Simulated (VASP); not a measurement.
A run of VASP 6.6.1:

The input INCAR:

```
SYSTEM = NbVTe4
  PREC = Normal
  ENCUT = 520
  EDIFF = 1E-4
  ISMEAR = 0
  SIGMA = 0.15
  LREAL = .False.
  LASPH = .True.
  NELM = 60
  ALGO = Fast
  ISIF = 3
  LWAVE = .False.
  LCHARG = .False.
  ISPIN = 2
  MAGMOM = 0 2 0 0 0 0
  LORBIT = 11
  LMAXMIX = 4
  GGA = PE
  IBRION = 2
  NSW = 24
  EDIFFG = -0.08
```

KPOINTS

```
regular mesh
0
Gamma
  4 4 2
  0 0 0
```

The input POSCAR:

```
NbVTe4
1.0
    4.2638597800      0.0000000000      0.0000000000
   -2.1319298900      3.6926108800      0.0000000000
    0.0000000000      0.0000000000      8.8637141300
Nb V Te
1 1 4
Direct
    0.0000000000      0.0000000000      0.5000000000
    0.0000000000      0.0000000000      0.0000000000
    0.3333333300      0.6666666700      0.7432699200
    0.3333333300      0.6666666700      0.2567300800
    0.6666666700      0.3333333300      0.7432699200
    0.6666666700      0.3333333300      0.2567300800
```

Potentials or basis: VASP PAW PBE potentials, release 64 (Nb_sv, V_sv, Te).

Command:

```sh
$ cat potpaw_PBE.64/Nb_sv/POTCAR potpaw_PBE.64/V_sv/POTCAR potpaw_PBE.64/Te/POTCAR > POTCAR
$ mpirun -np 1 vasp_std > vasp.out
```

Hardware: 1 thread of Intel(R) Xeon(R) Platinum 8259CL CPU @ 2.50GHz (Skylake/Cascade Lake), on a shared host.

Question: Estimate the wall time of this run.

Answer: Run time: 22 min on 1 thread of Intel(R) Xeon(R) Platinum 8259CL CPU @ 2.50GHz (Skylake/Cascade Lake), on a shared host, peak memory 0.25 GiB. Counts: scf iterations 428, k points 8, ion steps 16.
